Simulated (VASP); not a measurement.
Input:

```yaml
crystal:
  lattice:
    - [0.00000, 2.43891, 2.43891]
    - [2.43891, 0.00000, 2.43891]
    - [2.43891, 2.43891, 0.00000]
  atoms:
    - { symbol: Be, position: [0.00000, 0.00000, 0.00000] }
    - { symbol: S, position: [0.25000, 0.25000, 0.25000] }
```

These are PBE GGA, VASP's PBE PAW potentials (set 64) (plane waves; VASP 6.6.1) values and carry that method's errors. Settings: 520 eV cut-off, 10×10×10 Γ-centred mesh, tetrahedra with Blöchl corrections, potentials Be S.

Task: What does the run give for the energy per atom (σ→0), band gap (on the k-mesh) with the smallest direct gap where there is one?

Result: 
```yaml
band gap (on the k-mesh): 3.15 eV
smallest direct gap (on the k-mesh): 5.68 eV
energy per atom (σ→0): -5.007 eV/atom
```

The compound is BeS in the zinc blende structure. It was relaxed first.
